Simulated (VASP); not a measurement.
Data:

```xyz
4
Lattice="1.4757 -2.5560 0.0000 1.4757 2.5560 0.0000 0.0000 0.0000 4.8452" Properties=species:S:1:pos:R:3 pbc="T T T"
Si     1.4757    -0.8520     2.4207
Si     1.4757     0.8520     4.8433
C      1.4757    -0.8520     4.2415
C      1.4757     0.8520     1.8189
```

Level of theory: r2SCAN meta-GGA, VASP's PBE PAW potentials (set 64) (plane waves; VASP 6.6.1). Numerical set-up: 600 eV cut-off, 8×8×4 Γ-centred mesh, Gaussian smearing of 0.050 eV, potentials Si C.

Give the stress tensor in GPa (positive for a compressed cell).

```
35.46   0.00   0.00
 0.00  35.46   0.00
 0.00   0.00  34.29
```
The pressure is its mean diagonal, 35.07 GPa.

The compound is SiC in the wurtzite structure, the rare 2H polytype. This cell was strained or had an atom moved on purpose.
